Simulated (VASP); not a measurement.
Given:

```xyz
2
Lattice="0.0000 2.2908 2.2908 2.2908 0.0000 2.2908 2.2908 2.2908 0.0000" Properties=species:S:1:pos:R:3 pbc="T T T"
Fe     0.0000     0.0000     0.0000
P      2.2908     2.2908     2.2908
```
Starting moments (μB, in the order of the record's atoms Fe P): 1.1 0.0.

Calculation: PBEsol GGA, VASP's PBE PAW potentials (set 64) (plane waves; VASP). Numerical set-up: 400 eV cut-off, Gaussian smearing of 0.050 eV, potentials Fe P.

Task: Predict the cell moment, band gap (along the path) with the smallest direct gap where there is one.

Result: 
The band gap (along the path) is none (metal, semimetal or under 0.01 eV) and the cell moment comes out as 1.02 μB.

Only differences to runs with the same potentials and settings are physical.

The structure was generated: FeP was put into the rock salt type (Fm-3m), which need not be its known phase. It was relaxed first, which changed the volume by -30 %.
